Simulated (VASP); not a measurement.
A convergence study with VASP on HfO$_{2}$ (fluorite): one setting is varied, all else stays as given below, so the limit is that of these other settings.

```yaml
crystal:
  lattice:
    - [0.00000, 2.54000, 2.54000]
    - [2.54000, 0.00000, 2.54000]
    - [2.54000, 2.54000, 0.00000]
  atoms:
    - { symbol: Hf, position: [0.00000, 0.00000, 0.00000] }
    - { symbol: O, position: [0.25000, 0.25000, 0.25000] }
    - { symbol: O, position: [0.75000, 0.75000, 0.75000] }
```

Calculation: PBE GGA, VASP's PBE PAW potentials (set 64) (plane waves; VASP 6.6.1). The tightest run used: 700 eV cut-off, 16×16×16 Γ-centred mesh, Gaussian smearing of 0.050 eV, potentials Hf_pv O.

The reference is 16×16×16 mesh, which took about 70 core-seconds. The timings are rough (shared machines, no repeats); factors under 2 mean little.

Question: Of the settings 1×1×1 mesh; 2×2×2 mesh; 3×3×3 mesh; 4×4×4 mesh; 5×5×5 mesh; 6×6×6 mesh; 7×7×7 mesh; 8×8×8 mesh; 9×9×9 mesh; 10×10×10 mesh; 11×11×11 mesh; 12×12×12 mesh; 13×13×13 mesh; 14×14×14 mesh; 15×15×15 mesh; 16×16×16 mesh, which is the lowest that keeps the difference from the reference in the stress, largest component (GPa) within 0.1 from there on, and what does it cost?

Answer: 3×3×3 mesh; its cost over the reference is about 1/10.
| setting | difference in the stress, largest component (GPa) | cost over the reference |
|---|---|---|
| 1×1×1 mesh | 27.11 | about 1/20 |
| 2×2×2 mesh | 3.89 | about 1/20 |
| 3×3×3 mesh | 0.01 | about 1/10 |
| 4×4×4 mesh | 0.01 | about 1/10 |
| 5×5×5 mesh | 0.00 | about 1/9 |
| 6×6×6 mesh | 0.00 | about 1/7 |
| 7×7×7 mesh | 0.00 | about 1/6 |
| 8×8×8 mesh | 0.00 | about 1/4 |
| 9×9×9 mesh | 0.00 | about 1/4 |
| 10×10×10 mesh | 0.00 | about 1/3 |
| 11×11×11 mesh | 0.00 | about 1/2 |
| 12×12×12 mesh | 0.00 | within a factor of 2 |
| 13×13×13 mesh | 0.00 | within a factor of 2 |
| 14×14×14 mesh | 0.00 | within a factor of 2 |
| 15×15×15 mesh | 0.00 | within a factor of 2 |
| 16×16×16 mesh | 0.00 | reference |

Left out are rungs that failed or repeat a setting and relaxations that didn't move; long series are thinned to 24 rows.

The compound is HfO2 in the fluorite structure, the high-temperature cubic form, which is unstable at 0 K; the monoclinic form is the stable one. The cell was not relaxed at this level.
